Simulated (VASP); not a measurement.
Input for VASP

**INCAR**
```
# general
SYSTEM =YN
PREC   =Accurate
ENCUT  =620
LREAL  =.False.
LASPH  =.True.

# electronic loop
EDIFF  =1E-6
NELM   =100
ALGO   =Normal
LMAXMIX=4

# smearing
ISMEAR =1
SIGMA  =0.1

# ions
IBRION =2
NSW    =40
ISIF   =3
EDIFFG =-0.02
PSTRESS=50

# output
LWAVE  =.False.
LCHARG =.False.
```

File POSCAR:
```
YN
1.0
  0.0000000000   2.4111855927   2.4111855927
  2.4111855927   0.0000000000   2.4111855927
  2.4111855927   2.4111855927   0.0000000000
Y N
1 1
Cart
  0.0000000000   0.0000000000   0.0000000000
  2.4111855927   2.4111855927   2.4111855927
```

File KPOINTS:
```
Automatic mesh
0
Gamma
13 13 13
0 0 0
```

POTCAR, in this order: Y_sv N (LDA.64 set). Program: vasp_std.

**Question.** Translate this LDA calculation to Quantum ESPRESSO's pw.x.

**Answer.** One equivalent input (not run):
```
&CONTROL
  calculation = 'vc-relax'
  pseudo_dir = './pseudo'
  outdir = './out'
  tprnfor = .true.
  tstress = .true.
  nstep = 40
  forc_conv_thr = 0.00078
/
&SYSTEM
  ibrav = 0
  nat = 2
  ntyp = 2
  ecutwfc = 84
  occupations = 'smearing'
  smearing = 'methfessel-paxton'
  degauss = 0.00735
  input_dft = 'pz'
/
&ELECTRONS
  conv_thr = 7.3e-08
  electron_maxstep = 100
/
&IONS
/
&CELL
  press = 50
/
ATOMIC_SPECIES
  Y 88.906 Y.upf
  N 14.007 N.upf
CELL_PARAMETERS angstrom
     0.0000000    2.4111856    2.4111856
     2.4111856    0.0000000    2.4111856
     2.4111856    2.4111856    0.0000000
ATOMIC_POSITIONS crystal
  Y    0.0000000  0.0000000  0.0000000
  N    0.5000000  0.5000000  0.5000000
K_POINTS automatic
  13 13 13 0 0 0
```
What does not carry over: the potentials are each code's own (VASP's PAW set, PseudoDojo norm-conserving files in pw.x), so ENCUT and ecutwfc are chosen apart and not converted; conv_thr bounds pw.x's estimated SCF error, while EDIFF bounds the energy change between steps; forc_conv_thr acts on force components and is met together with etot_conv_thr.

The compound is YN in the rock salt structure. This run relaxes it under an external pressure of 5 GPa. Symmetry was kept, so distortions that lower it aren't found.
